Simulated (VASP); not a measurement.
Write the native input for VASP 6.6.1 that does the following.

- Task: single point
- Functional: PBEsol
- Dispersion: D4
- Potentials or basis: VASP PAW PBE potentials, release 64 (O, Hf_pv, C)
- Cutoff: 520 eV
- k mesh: 12 × 12 × 1
- Occupations: gaussian, width 0.03 eV
- Spin: no spin polarisation
- Dipole correction: yes
- Further INCAR settings: ALGO = Fast; EDIFF = 1e-07; NBANDS = 26

The structure of Hf2CO2 lies in POSCAR:

```
Hf2CO2
1.0
    3.2366366968      0.0000000000      0.0000000000
   -1.6183183484      2.8030096022      0.0000000000
    0.0000000000      0.0000000000     32.9599999985
O Hf C
2 2 1
Direct
    0.6666666667      0.3333333333      0.2122092975
    0.3333333333      0.6666666667      0.3515042947
    0.3333333333      0.6666666667      0.2403902064
    0.6666666667      0.3333333333      0.3233233858
    0.0000000000      0.0000000000      0.2818567961
```

The cell was built by a generator and needn't be a form met in nature.

One way to write it, as run:

INCAR

```
SYSTEM = Hf2CO2
PREC = Accurate
ENCUT = 520
EDIFF = 1E-7
ISMEAR = 0
SIGMA = 0.03
LREAL = .FALSE.
LASPH = .TRUE.
NELM = 100
ALGO = Fast
ISIF = 2
LWAVE = .FALSE.
LCHARG = .TRUE.
LDIPOL = .TRUE.
IDIPOL = 3
DIPOL = 0.5 0.5 0.282
GGA = PS
IVDW = 13
LELF = .TRUE.
LVHAR = .TRUE.
LVACPOTAV = .TRUE.
NBANDS = 26
```

KPOINTS

```
regular mesh
0
G
  12 12 1
  0 0 0
```

Potentials or basis: VASP PAW PBE potentials, release 64 (O, Hf_pv, C).

The run is started by

```bash
$ cat potpaw_PBE.64/O/POTCAR potpaw_PBE.64/Hf_pv/POTCAR potpaw_PBE.64/C/POTCAR > POTCAR
$ mpirun -np 1 vasp_std > vasp.out
```

It gave:

```yaml
Largest_force: 0.177 eV/Å
Band_gap_on_the_k_mesh: 0.95 eV, indirect (least direct gap 2.09 eV)
Dispersion_energy_per_atom: -0.080 eV
Ionisation_potential_of_the_upper_face: 5.44 eV
```

Caveat: the PAW data sets were made with another functional, which shifts forces and pressure a little; spin-orbit coupling is left out, which moves the levels of the heavy elements.

It took 2.8 min on 1 thread of Intel(R) Xeon(R) 6975P-C (Granite Rapids) (shared host), peak memory 0.46 GiB.
